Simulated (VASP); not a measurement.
## What spin-orbit coupling changes in Rhodium

Aim: run bands, DOS and a relaxation of Rhodium twice, without and with spin-orbit coupling. All runs use PBE. Left out of this account: 1 further run (self-consistent run: a reference on another mesh). The start is a cell from a database of measured crystal structures.

Program: VASP 6.6.1. Level of theory: PBE; plane waves and PAW (Rh_pv), in the first sound run; inputs show where later runs differ. Results are calculated unless marked as measured.

### 1. Starting point

The structure is cubic, space group Fm-3m (No. 225). Conventional cell: a = 3.803 Å, b = 3.803 Å, c = 3.803 Å, α = 90.00°, β = 90.00°, γ = 90.00°. Nearest to Rh lie 12 Rh at 2.69 Å.

Structure file:

```xyz
1
Lattice="0.0000 1.9016 1.9016 1.9016 0.0000 1.9016 1.9016 1.9016 0.0000" Properties=species:S:1:pos:R:3 pbc="T T T"
Rh    0.0000    0.0000    0.0000
```

### 2. Band structure (PBE)

The mesh alone shows little of the dispersion and can miss band extrema, so KPOINTS_OPT adds a path through the symmetry points after the self-consistent cycle. PBE, the usual starting point, adds the gradient of the density.

File INCAR:

```
SYSTEM = Rh
PREC = Accurate
ENCUT = 400
EDIFF = 1E-06
NELM = 100
ISMEAR = -1
SIGMA = 0.05
LREAL = .FALSE.
ALGO = Normal
GGA = PE
NBANDS = 18
LASPH = .TRUE.
LORBIT = 11
LWAVE = .FALSE.
LCHARG = .FALSE.
KPAR = 2
```

File POSCAR:

```
Rh
1.0
    0.0000000000      1.9015500000      1.9015500000
    1.9015500000      0.0000000000      1.9015500000
    1.9015500000      1.9015500000      0.0000000000
Rh
1
Direct
    0.0000000000      0.0000000000      0.0000000000
```

File KPOINTS:

```
Automatic mesh
0
Gamma
15 15 15
0 0 0
```

File KPOINTS_OPT:

```
Line mode
16
Line-mode
Reciprocal
  0.00000000   0.00000000   0.00000000 GAMMA
  0.50000000   0.00000000   0.50000000 X

  0.50000000   0.00000000   0.50000000 X
  0.50000000   0.25000000   0.75000000 W

  0.50000000   0.25000000   0.75000000 W
  0.37500000   0.37500000   0.75000000 K

  0.37500000   0.37500000   0.75000000 K
  0.00000000   0.00000000   0.00000000 GAMMA

  0.00000000   0.00000000   0.00000000 GAMMA
  0.50000000   0.50000000   0.50000000 L

  0.50000000   0.50000000   0.50000000 L
  0.62500000   0.25000000   0.62500000 U

  0.62500000   0.25000000   0.62500000 U
  0.50000000   0.25000000   0.75000000 W

  0.50000000   0.25000000   0.75000000 W
  0.50000000   0.50000000   0.50000000 L

  0.50000000   0.50000000   0.50000000 L
  0.37500000   0.37500000   0.75000000 K

  0.62500000   0.25000000   0.62500000 U
  0.50000000   0.00000000   0.50000000 X
```

Potentials, in the order of the species: Rh_pv (PBE family, release 64).

Run with:

```sh
mpirun -np 2 vasp_std
```

Output:

```text
[banner, memory and clock lines left out]
running    2 mpi-ranks, on    1 nodes
 distrk:  each k-point on    1 cores,    2 groups
 distr:  one band on    1 cores,    1 groups

 POSCAR found type information on POSCAR Rh
 POSCAR found :  1 types and       1 ions
 LDA part: xc-table for (Slater+PW92), standard interpolation
 POSCAR, INCAR and KPOINTS ok, starting setup
 FFT: planning ... GRIDC
 FFT: planning ... GRID_SOFT
 FFT: planning ... GRID
 WAVECAR not read
 entering main loop
       N       E                     dE             d eps       ncg     rms          rms(c)
DAV:   1     0.110287611733E+03    0.11029E+03   -0.67021E+03  4448   0.736E+02
DAV:   2    -0.569986389895E+01   -0.11599E+03   -0.10980E+03  4642   0.257E+02
DAV:   3    -0.775291392950E+01   -0.20531E+01   -0.20443E+01  4882   0.369E+01
DAV:   4    -0.775922798277E+01   -0.63141E-02   -0.63136E-02  4760   0.208E+00
DAV:   5    -0.775925922561E+01   -0.31243E-04   -0.31242E-04  4640   0.129E-01    0.101E+01
DAV:   6    -0.727769318352E+01    0.48157E+00   -0.47881E-01  4472   0.963E+00    0.353E+00
DAV:   7    -0.726061442206E+01    0.17079E-01   -0.10966E-02  4802   0.128E+00    0.167E+00
DAV:   8    -0.725713755450E+01    0.34769E-02   -0.29597E-03  4588   0.595E-01    0.226E-01
DAV:   9    -0.725698499196E+01    0.15256E-03   -0.71847E-05  4638   0.925E-02    0.120E-02
DAV:  10    -0.725698480031E+01    0.19165E-06   -0.23505E-06  4744   0.154E-02
   1 F= -.72569848E+01 E0= -.72514489E+01  d E =-.110718E-01
 Start KPOINTS_OPT (optional k-point list driver)
k-point batch [1-120\160]
       N       E                     dE             ncg
DAV:   1    -0.177254241667E+04   -0.67051E+05     4370
DAV:   2    -0.159512642434E+05   -0.14179E+05     4698
DAV:   3    -0.161978364049E+05   -0.24657E+03     4770
DAV:   4    -0.161986486081E+05   -0.81220E+00     4870
DAV:   5    -0.161986531836E+05   -0.45755E-02     4724
DAV:   6    -0.161986532243E+05   -0.40705E-04     4964
DAV:   7    -0.161986532247E+05   -0.38591E-06     3714
k-point batch [121-160\160]
       N       E                     dE             ncg
DAV:   1     0.418316918313E+05   -0.27059E+05     1456
DAV:   2     0.371311573365E+05   -0.47005E+04     1590
DAV:   3     0.370493151549E+05   -0.81842E+02     1618
DAV:   4     0.370490611677E+05   -0.25399E+00     1600
DAV:   5     0.370490598355E+05   -0.13322E-02     1580
DAV:   6     0.370490598248E+05   -0.10706E-04     1658
DAV:   7     0.370490598247E+05   -0.91706E-07     1258
```

The job ended after 24 s (2 MPI ranks of AMD EPYC 7R43, shared host; peak memory 0.19 GiB).

Lines that name or quote the potential files are left out of all logs, and their timing lines are given in words.

From OUTCAR (step 2):

```text
ion  position               nearest neighbor table
   1  0.000  0.000  0.000-

  LATTYP: Found a face centered cubic cell.
 ALAT       =     3.8031000000

 Subroutine GETGRP returns: Found 48 space group operations
 (whereof 48 operations were pure point group operations)

The static configuration has the point symmetry O_h .

 Found    120 irreducible k-points:

   k-points           NKPTS =    120   k-points in BZ     NKDIM =    120   number of bands    NBANDS=     18

   dimension x,y,z NGX =    18 NGY =   18 NGZ =   18
   dimension x,y,z NGXF=    36 NGYF=   36 NGZF=   36

   ENCUT  =  400.0 eV  29.40 Ry    5.42 a.u.   4.39  4.39  4.39*2*pi/ulx,y,z

   NELECT =      15.0000    total number of electrons

 k-points in reciprocal lattice and weights: Automatic mesh
   0.00000000  0.00000000  0.00000000       0.000
   0.06666667  0.00000000  0.00000000       0.002
   0.13333333  0.00000000  0.00000000       0.002
   0.20000000  0.00000000  0.00000000       0.002
   0.26666667  0.00000000  0.00000000       0.002
   0.33333333  0.00000000  0.00000000       0.002
   0.40000000  0.00000000  0.00000000       0.002
   0.46666667  0.00000000  0.00000000       0.002
   0.06666667  0.06666667  0.00000000       0.002
[...]
-0.33333333  0.46666667  0.20000000       0.007
  -0.26666667  0.46666667  0.20000000       0.007

 average (electrostatic) potential at core
       1 -70.7941

 E-fermi :  11.9084

 k-point     1 :       0.0000    0.0000    0.0000
  band No.  band energies     occupation
    ...
      5       8.8180      2.00000
      6       8.8180      2.00000
      7       8.8180      2.00000
      8      10.9028      2.00000
      9      10.9028      2.00000
     10      27.8980      0.00000
     11      32.4293      0.00000
     12      33.3577      0.00000
     13      33.3577      0.00000
     14      33.3577      0.00000
    ...

 k-point     2 :       0.0667    0.0000    0.0000
  band No.  band energies     occupation
    ...
      5       8.7396      2.00000
      6       8.8874      2.00000
      7       8.8874      2.00000
      8      10.8644      2.00000
      9      10.8644      2.00000
     10      28.1557      0.00000
     11      32.3777      0.00000
     12      32.4469      0.00000
     13      33.6187      0.00000
     14      33.6187      0.00000
    ...

 k-point     3 :       0.1333    0.0000    0.0000
  band No.  band energies     occupation
    ...
      5       8.5626      2.00000
      6       9.0552      2.00000
      7       9.0552      2.00000
      8      10.7980      2.00000
      9      10.7980      2.00000
     10      28.7993      0.00000
     11      30.5572      0.00000
     12      32.4306      0.00000
     13      34.3644      0.00000
     14      34.3644      0.00000
    ...

  Total        0.3959034      0.3959034      0.3959034      0.0000000      0.0000000      0.0000000
  in kB       46.1260806     46.1260806     46.1260806      0.0000000      0.0000000      0.0000000
  external PRESSURE =      46.1260806 kB  Pullay stress =       0.0000000 kB

  energy-cutoff  :      400.00
  volume of cell :       13.75
      direct lattice vectors                 reciprocal lattice vectors
     0.000000000  1.901550000  1.901550000    -0.262943388  0.262943388  0.262943388
     1.901550000  0.000000000  1.901550000     0.262943388 -0.262943388  0.262943388
     1.901550000  1.901550000  0.000000000     0.262943388  0.262943388 -0.262943388

 POSITION                                       TOTAL-FORCE (eV/Angst)
 -----------------------------------------------------------------------------------
      0.00000      0.00000      0.00000         0.000000      0.000000      0.000000
 -----------------------------------------------------------------------------------
    total drift:                                0.000000     -0.000000      0.000000

  FREE ENERGIE OF THE ION-ELECTRON SYSTEM (eV)
  ---------------------------------------------------
  free  energy   TOTEN  =        -7.2569848003 eV

  energy  without entropy=       -7.2459130367  energy(sigma->0) =       -7.25144892

 total charge
# of ion       s       p       d       tot
------------------------------------------
    1        0.414   6.302   7.070  13.786

[... 3 further parts left out ...]
```

This run has no spin polarisation. Its electron count is odd, so without a moment it is a metal by construction. Spin-orbit coupling is off here; it would split degenerate levels. At this level the cell is under a pressure of 4.6 GPa, so at these settings it is away from equilibrium.

This step gave:

```yaml
scf_cycles: 10
electrons: 15
bands: 18
irreducible_k_points: 120
symmetry_operations: 48
free_energy_toten: -7.257 eV
energy_at_zero_smearing: -7.251 eV
fermi_energy: 11.91 eV
pressure: 4.613 GPa
metallic: yes
```

The electronic bands at the labelled points (eV, zero at the Fermi level; # counts the bands kept):

```
          point     #1     #2     #3     #4     #5     #6
              Γ  -7.97  -3.09  -3.09  -3.09  -1.01  -1.01
0.47 of the way  -5.77  -4.54  -2.02  -1.67  -1.67  -0.36
              X  -6.32  -5.96   0.53   0.97   0.97   3.26
0.47 of the way  -5.84  -5.48  -1.16  -0.15   0.97   5.78
              W  -5.03  -3.81  -3.81  -1.22   0.97   9.62
0.53 of the way  -5.27  -4.63  -2.65  -0.92   0.68   8.25
              K  -5.52  -4.77  -2.07  -0.71   0.36   7.86
0.47 of the way  -4.95  -4.02  -3.04  -1.95  -1.74   1.23
              Γ  -7.97  -3.09  -3.09  -3.09  -1.01  -1.01
0.53 of the way  -6.08  -3.05  -2.75  -2.75  -0.74  -0.74
              L  -6.13  -3.17  -3.17   0.56   0.56   0.73
0.47 of the way  -5.38  -3.82  -2.41  -2.17   0.41   4.42
              U  -5.52  -4.77  -2.07  -0.71   0.36   7.86
0.47 of the way  -5.27  -4.63  -2.65  -0.92   0.68   8.25
              W  -5.03  -3.81  -3.81  -1.22   0.97   9.62
0.47 of the way  -4.89  -4.25  -2.81  -1.89   0.35   5.75
              L  -6.13  -3.17  -3.17   0.56   0.56   0.73
0.53 of the way  -5.24  -3.95  -2.43  -2.20   0.37   4.99
              K  -5.52  -4.77  -2.07  -0.71   0.36   7.86
      jump to U  -5.52  -4.77  -2.07  -0.71   0.36   7.86
0.47 of the way  -6.03  -5.61  -0.53   0.09   0.79   5.20
              X  -6.32  -5.96   0.53   0.97   0.97   3.26
```

The electronic bands as a text plot (rows in eV, shown from -8.0 to 8.0 only):

```
    7.7 |               **                    **             *
    7.0 |           *                               *         *
    6.3 |                 *                  *              *
    5.7 |
    5.0 |          *                                 *     *   *
    4.3 |                  *                *
    3.7 |         *                                   *         *
    3.0 |        *          *              *              *
    2.3 |       *                                      * *
    1.7 |
    1.0 |       ********     *            *      **     *      **
    0.3 |      ****     **              *********  **************
   -0.3 |   ****   *      *   **       **                     **
   -1.0 |*** **    ******* **   *******    *  ******   * *   *
   -1.6 | ** *            ******             *      * *   * * *
   -2.3 |  **       *   **    **       *    * ***    **    * *
   -3.0 |**          * *  *  *************** *   *  *  **** *
   -3.6 | **          *    ** ***   **     **     **  ** ***
   -4.3 |   *        *** *****               **  * ***      **
   -5.0 |    **     *******  *               * ***** *     ** *
   -5.6 |    ********   *     *        *   ** ***     ** **  ****
   -6.3 |   *   ***            *     ** ***             *      **
   -7.0 |  *                        *
   -7.6 |**                     ****
         Γ       X    W  K        Γ      L     U  W     L   K|U X
```

There is no gap at this level.

### 3. Band structure (PBE + SOC)

This step: PBE, spin-orbit coupling; plane waves and PAW (Rh_pv) (VASP 6.6.1).

The mesh alone shows little of the dispersion and can miss band extrema, so KPOINTS_OPT adds a path through the symmetry points after the self-consistent cycle. Spin-orbit coupling needs spinors and the noncollinear program, where each band holds one electron.

Changes to INCAR since step 2:

```diff
@@ -10,4 +10,9 @@
 GGA = PE
-NBANDS = 18
+LNONCOLLINEAR = .TRUE.
+MAGMOM = 0 0 0
+NBANDS = 26
+GGA_COMPAT = .FALSE.
 LASPH = .TRUE.
+LSORBIT = .TRUE.
+LMAXMIX = 4
 LORBIT = 11
```

POSCAR is that of step 2.

KPOINTS is that of step 2.

KPOINTS_OPT is that of step 2.

Run with:

```sh
mpirun -np 2 vasp_ncl
```

Output:

```text
[... set-up lines as in an earlier step ...]
 entering main loop
       N       E                     dE             d eps       ncg     rms          rms(c)
DAV:   1     0.144162915866E+03    0.14416E+03   -0.75413E+03  6296   0.110E+03
DAV:   2    -0.431028425127E+01   -0.14847E+03   -0.14228E+03  6496   0.374E+02
DAV:   3    -0.789135242636E+01   -0.35811E+01   -0.35608E+01  7090   0.650E+01
DAV:   4    -0.791376152470E+01   -0.22409E-01   -0.22404E-01  7180   0.517E+00
DAV:   5    -0.791406844695E+01   -0.30692E-03   -0.30687E-03  7632   0.586E-01    0.102E+01
DAV:   6    -0.743069564282E+01    0.48337E+00   -0.81164E-01  6618   0.133E+01    0.374E+00
DAV:   7    -0.741588813816E+01    0.14808E-01   -0.56836E-02  7578   0.212E+00    0.176E+00
DAV:   8    -0.741227561710E+01    0.36125E-02   -0.34759E-03  6964   0.744E-01    0.766E-01
DAV:   9    -0.741217843395E+01    0.97183E-04   -0.20820E-04  7422   0.196E-01    0.683E-02
DAV:  10    -0.741214883683E+01    0.29597E-04   -0.37364E-05  7066   0.891E-02    0.840E-03
DAV:  11    -0.741215042973E+01   -0.15929E-05   -0.14270E-06  6954   0.122E-02    0.152E-03
DAV:  12    -0.741215046439E+01   -0.34660E-07   -0.11030E-07  4266   0.460E-03
   1 F= -.74121505E+01 E0= -.74066871E+01  d E =-.109266E-01  mag=     0.0000     0.0000     0.0000
 Start KPOINTS_OPT (optional k-point list driver)
k-point batch [1-120\160]
       N       E                     dE             ncg
DAV:   1     0.283178506249E+04   -0.60172E+05     6360
DAV:   2    -0.150632215851E+05   -0.17895E+05     6586
DAV:   3    -0.154942051657E+05   -0.43098E+03     7054
DAV:   4    -0.154970390624E+05   -0.28339E+01     7388
DAV:   5    -0.154970753734E+05   -0.36311E-01     7166
DAV:   6    -0.154970759327E+05   -0.55926E-03     7132
DAV:   7    -0.154970759415E+05   -0.87926E-05     5736
DAV:   8    -0.154970759417E+05   -0.27627E-06     4736
k-point batch [121-160\160]
       N       E                     dE             ncg
DAV:   1     0.419202902506E+05   -0.25003E+05     2128
DAV:   2     0.361154096303E+05   -0.58049E+04     2224
DAV:   3     0.359752360474E+05   -0.14017E+03     2202
DAV:   4     0.359743182305E+05   -0.91782E+00     2476
DAV:   5     0.359743053377E+05   -0.12893E-01     2488
DAV:   6     0.359743050687E+05   -0.26899E-03     2408
DAV:   7     0.359743050637E+05   -0.50489E-05     2050
DAV:   8     0.359743050635E+05   -0.15502E-06     1552
```

Wall time 69 s (2 MPI ranks); peak memory 0.33 GiB.

OUTCAR, selected parts (step 3):

```text
The static configuration has the point symmetry O_h .

 Found    120 irreducible k-points:

   k-points           NKPTS =    120   k-points in BZ     NKDIM =    120   number of bands    NBANDS=     26

   NELECT =      15.0000    total number of electrons

 E-fermi :  11.9191

 k-point     1 :       0.0000    0.0000    0.0000
  band No.  band energies     occupation
    ...
     14       8.9748      1.00000
     15      10.9233      1.00000
     16      10.9233      1.00000
     17      10.9233      1.00000
     18      10.9233      1.00000
     19      27.8984      0.00000
     20      27.8984      0.00000
     21      32.4315      0.00000
     22      32.4315      0.00000
     23      33.2545      0.00000
    ...

 k-point     2 :       0.0667    0.0000    0.0000
  band No.  band energies     occupation
    ...
     14       9.0133      1.00000
     15      10.8756      1.00000
     16      10.8756      1.00000
     17      10.8948      1.00000
     18      10.8948      1.00000
     19      28.1562      0.00000
     20      28.1562      0.00000
     21      32.3746      0.00000
     22      32.3746      0.00000
     23      32.4475      0.00000
    ...

  Total        0.4125930      0.4125930      0.4125930      0.0000000     -0.0000000      0.0000000
  in kB       48.0705663     48.0705663     48.0705663      0.0000000     -0.0000000      0.0000000
  external PRESSURE =      48.0705663 kB  Pullay stress =       0.0000000 kB

 POSITION                                       TOTAL-FORCE (eV/Angst)
 -----------------------------------------------------------------------------------
      0.00000      0.00000      0.00000         0.000000     -0.000000      0.000000
 -----------------------------------------------------------------------------------
    total drift:                                0.000000      0.000000      0.000000

  FREE ENERGIE OF THE ION-ELECTRON SYSTEM (eV)
  ---------------------------------------------------
  free  energy   TOTEN  =        -7.4121504644 eV

  energy  without entropy=       -7.4012238315  energy(sigma->0) =       -7.40668715

 Spin-Orbit-Coupling matrix elements
 Ion:    1  E_soc:     -0.3091496

 total charge
# of ion       s       p       d       tot
------------------------------------------
    1        0.414   6.305   7.071  13.790

 magnetization (x)
# of ion       s       p       d       tot
------------------------------------------
    1        0.000  -0.000  -0.000  -0.000

 magnetization (y)
# of ion       s       p       d       tot
------------------------------------------
    1        0.000   0.000  -0.000  -0.000

 magnetization (z)
# of ion       s       p       d       tot
------------------------------------------
    1        0.000   0.000  -0.000  -0.000

[... 7 parts as in an earlier step ...]

[... 5 further parts left out ...]
```

At this level the cell is under a pressure of 4.8 GPa, so at these settings it is away from equilibrium.

This step gave:

| Quantity | Value |
| --- | --- |
| SCF cycles | 12 |
| bands | 26 |
| free energy (TOTEN) | -7.412 eV |
| energy at zero smearing | -7.407 eV |
| Fermi energy | 11.92 eV |
| pressure | 4.807 GPa |

On-site spin-orbit energy by atom:

| atom | on-site spin-orbit energy (eV) |
| --- | --- |
| Rh1 | -0.309 |

Electronic bands along the path, in eV, zero at the Fermi level; # counts the bands kept:

```
          point     #5     #6     #7     #8     #9    #10    #11    #12
              Γ  -3.20  -3.20  -2.94  -2.94  -1.00  -1.00  -1.00  -1.00
0.47 of the way  -2.14  -2.14  -1.66  -1.66  -1.59  -1.59  -0.35  -0.35
              X   0.48   0.48   0.86   0.86   1.11   1.11   3.24   3.24
0.47 of the way  -1.18  -1.18  -0.15  -0.15   0.97   0.97   5.76   5.76
              W  -3.80  -3.80  -1.22  -1.22   0.97   0.97   9.42   9.42
0.53 of the way  -2.67  -2.67  -0.93  -0.93   0.68   0.68   8.22   8.22
              K  -2.09  -2.09  -0.72  -0.72   0.36   0.36   7.83   7.83
0.47 of the way  -3.08  -3.08  -1.97  -1.97  -1.70  -1.70   1.23   1.23
              Γ  -3.20  -3.20  -2.94  -2.94  -1.00  -1.00  -1.00  -1.00
0.53 of the way  -2.94  -2.94  -2.61  -2.61  -0.83  -0.83  -0.64  -0.64
              L  -3.04  -3.04   0.47   0.47   0.63   0.63   0.72   0.72
0.47 of the way  -2.45  -2.45  -2.14  -2.14   0.40   0.40   4.41   4.41
              U  -2.09  -2.09  -0.72  -0.72   0.36   0.36   7.83   7.83
0.47 of the way  -2.67  -2.67  -0.93  -0.93   0.68   0.68   8.22   8.22
              W  -3.80  -3.80  -1.22  -1.22   0.97   0.97   9.42   9.42
0.47 of the way  -2.84  -2.84  -1.88  -1.88   0.35   0.35   5.75   5.75
              L  -3.04  -3.04   0.47   0.47   0.63   0.63   0.72   0.72
0.53 of the way  -2.48  -2.48  -2.17  -2.17   0.36   0.36   4.98   4.98
              K  -2.09  -2.09  -0.72  -0.72   0.36   0.36   7.83   7.83
      jump to U  -2.09  -2.09  -0.72  -0.72   0.36   0.36   7.83   7.83
0.47 of the way  -0.56  -0.56   0.08   0.08   0.80   0.80   5.19   5.19
              X   0.48   0.48   0.86   0.86   1.11   1.11   3.24   3.24
```

There is no gap at this level. Without the coupling there was no gap either. The run took 2.9 times the core time, with 26 spinor bands against 18.

(Part 1 of 3 ends here.)

[Lines on the potential files, build, host, timing and source positions are cut from VASP's logs without a mark.]

[Logs are printed without paths, hosts, clocks, repeated set-up lines and the standing remarks that a program may print on its own settings, such as how far it seeks lower states.]

[Hosts, paths, dates, database ids (printed as entryN), source tags and the programs' standing remarks are cut or masked in the printed files.]

[A measured line is paired with the nearest computed mode of its activity, which favours agreement.]

[Band numbers marked # count the bands kept; VASP's own numbers are higher by 3 or 6.]
